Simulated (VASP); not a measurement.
Computed with LDA (Ceperley-Alder, Perdew-Zunger), VASP's LDA PAW potentials (set 64) (plane waves; VASP 6.6.1).

The input files of a VASP run:

### INCAR
```
NSW=60
ENCUT=400
SYSTEM=Ag
IBRION=2   # conjugate gradients
PREC=Accurate
ALGO=Normal   # blocked Davidson
LREAL=.False.
ISMEAR=1   # Methfessel-Paxton
EDIFF=1E-6   # SCF stop (eV)
SIGMA=0.1   # width (eV)
LMAXMIX=4   # l cut-off of mixed one-centre charges
NELM=100   # most electronic steps
EDIFFG=-0.01   # ionic stop
LWAVE=.False.
LCHARG=.False.
LASPH=.True.   # aspherical one-centre terms
ISIF=3   # ions, shape and volume
```

File POSCAR:
```
Ag
1
   -0.0000000000     2.0005372586     2.0005372586
    2.0005372586    -0.0000000000     2.0005372586
    2.0005372586     2.0005372586    -0.0000000000
Ag
1
Direct
  0.0000000000   0.0000000000   0.0000000000
```

### KPOINTS
```
Automatic mesh
0
gamma
14 14 14
0 0 0
```

POTCAR, in this order: Ag (LDA.64 set). Program: vasp_std.

What VASP printed:

File OUTCAR:
```
 ion  position               nearest neighbor table
   1  0.000  0.000  0.000-
  LATTYP: Found a face centered cubic cell.
 ALAT       =     4.0010745172
 Subroutine PRICEL returns:
 Original cell was already a primitive cell.
 Subroutine GETGRP returns: Found 48 space group operations
The static configuration has the point symmetry O_h .
The dynamic configuration has the point symmetry O_h .
 Subroutine INISYM returns: Found 48 space group operations
 Subroutine IBZKPT returns following result:
 Found    104 irreducible k-points:

 Following reciprocal coordinates:
            Coordinates               Weight
  0.000000  0.000000  0.000000      1.000000
  0.071429  0.000000  0.000000      8.000000
  0.142857  0.000000  0.000000      8.000000
  0.214286  0.000000  0.000000      8.000000
  0.285714  0.000000  0.000000      8.000000
  0.357143  0.000000  0.000000      8.000000
  0.428571  0.000000  0.000000      8.000000
  0.500000  0.000000  0.000000      4.000000
  0.071429  0.071429  0.000000      6.000000
  0.142857  0.071429  0.000000     24.000000
...
```

OSZICAR:
```
       N       E                     dE             d eps       ncg     rms          rms(c)
DAV:   1     0.321098091315E+02    0.32110E+02   -0.49119E+03  2080   0.890E+02
DAV:   2    -0.387190771259E+01   -0.35982E+02   -0.34022E+02  1920   0.178E+02
DAV:   3    -0.411267755055E+01   -0.24077E+00   -0.24072E+00  2284   0.178E+01
DAV:   4    -0.411305847232E+01   -0.38092E-03   -0.38092E-03  2103   0.642E-01
DAV:   5    -0.411306073497E+01   -0.22627E-05   -0.22631E-05  2142   0.448E-02    0.649E+00
DAV:   6    -0.380093068855E+01    0.31213E+00   -0.14519E+00  1904   0.130E+01    0.395E+00
DAV:   7    -0.378719182055E+01    0.13739E-01   -0.13047E-02  2010   0.116E+00    0.214E+00
DAV:   8    -0.378206495823E+01    0.51269E-02   -0.94766E-04  1920   0.322E-01    0.767E-02
DAV:   9    -0.378207717624E+01   -0.12218E-04   -0.84686E-06  2221   0.244E-02    0.909E-03
DAV:  10    -0.378207738791E+01   -0.21167E-06   -0.19340E-06  1953   0.132E-02
   1 F= -.37820774E+01 E0= -.37821315E+01  d E =-.378208E+01
       N       E                     dE             d eps       ncg     rms          rms(c)
DAV:   1    -0.378491946320E+01   -0.28423E-02   -0.54197E-02  1899   0.288E+00    0.338E-01
DAV:   2    -0.378215706425E+01    0.27624E-02   -0.12374E-02  1895   0.122E+00    0.107E-01
DAV:   3    -0.378208872096E+01    0.68343E-04   -0.15101E-04  1955   0.123E-01    0.699E-02
DAV:   4    -0.378207074621E+01    0.17975E-04   -0.24708E-05  1995   0.414E-02    0.380E-03
DAV:   5    -0.378207078049E+01   -0.34277E-07   -0.17982E-07  1182   0.482E-03
   2 F= -.37820708E+01 E0= -.37821214E+01  d E =0.660743E-05
       N       E                     dE             d eps       ncg     rms          rms(c)
DAV:   1    -0.378292898503E+01   -0.85824E-03   -0.15657E-02  1897   0.155E+00    0.182E-01
DAV:   2    -0.378213448737E+01    0.79450E-03   -0.35199E-03  1893   0.651E-01    0.591E-02
DAV:   3    -0.378211386257E+01    0.20625E-04   -0.46380E-05  1942   0.686E-02    0.386E-02
DAV:   4    -0.378210855446E+01    0.53081E-05   -0.71023E-06  1988   0.225E-02    0.178E-03
DAV:   5    -0.378210855795E+01   -0.34922E-08   -0.72001E-08   963   0.298E-03
   3 F= -.37821086E+01 E0= -.37821609E+01  d E =-.311700E-04
```

### OUTCAR
```
------------------------ aborting loop because EDIFF is reached ----------------------------------------
  FORCE on cell =-STRESS in cart. coord.  units (eV):
  Direction    XX          YY          ZZ          XY          YZ          ZX
  --------------------------------------------------------------------------------------
  Total        0.0003088      0.0003088      0.0003088      0.0000000      0.0000000      0.0000000
  in kB        0.0309556      0.0309556      0.0309556      0.0000000      0.0000000      0.0000000
  external PRESSURE =       0.0309556 kB  Pullay stress =       0.0000000 kB
  volume of cell :       15.98
      direct lattice vectors                 reciprocal lattice vectors
     0.000000000  1.999193206  1.999193206    -0.250100890  0.250100890  0.250100890
     1.999193206  0.000000000  1.999193206     0.250100890 -0.250100890  0.250100890
     1.999193206  1.999193206  0.000000000     0.250100890  0.250100890 -0.250100890
 POSITION                                       TOTAL-FORCE (eV/Angst)
 -----------------------------------------------------------------------------------
      0.00000      0.00000      0.00000        -0.000000      0.000000      0.000000
 -----------------------------------------------------------------------------------
    total drift:                                0.000000      0.000000      0.000000
  FREE ENERGIE OF THE ION-ELECTRON SYSTEM (eV)
  ---------------------------------------------------
  free  energy   TOTEN  =        -3.7821085580 eV

  energy  without entropy=       -3.7822656623  energy(sigma->0) =       -3.78216093

 reached required accuracy - stopping structural energy minimisation
```
(Selected blocks of OUTCAR.)

File CONTCAR:
```
Ag
   1.00000000000000
     0.0000000000000000    1.9991932059916939    1.9991932059916939
     1.9991932059916939    0.0000000000000000    1.9991932059916939
     1.9991932059916939    1.9991932059916939    0.0000000000000000
  Ag
     1
Direct
     0.0000000000000000    0.0000000000000000    0.0000000000000000
```

The compound is Ag in the fcc structure. This run relaxes it. Symmetry was kept, so distortions that lower it aren't found. The start is the result of an earlier pass.
